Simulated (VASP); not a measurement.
Given:

```
ZrC
1.0
    0.00000     2.36531     2.36531
    2.36531     0.00000     2.36531
    2.36531     2.36531     0.00000
Zr C
1 1
Direct
  0.00000   0.00000   0.00000
  0.50000   0.50000   0.50000
```

Calculation: vdW-DF-cx, VASP's PBE PAW potentials (set 64) (plane waves; VASP). Settings: 520 eV cut-off, 13×13×13 Γ-centred mesh, first-order Methfessel-Paxton smearing of 0.10 eV, potentials Zr_sv C.

**Question.** Give the stress tensor in GPa (positive for a compressed cell).

**Answer.** 
```
-6.52   0.00   0.00
 0.00  -6.52   0.00
 0.00   0.00  -6.52
```
The pressure is its mean diagonal, -6.52 GPa.

The compound is ZrC in the rock salt structure. This cell is one point of a volume scan, at 1.03 of the reference volume.
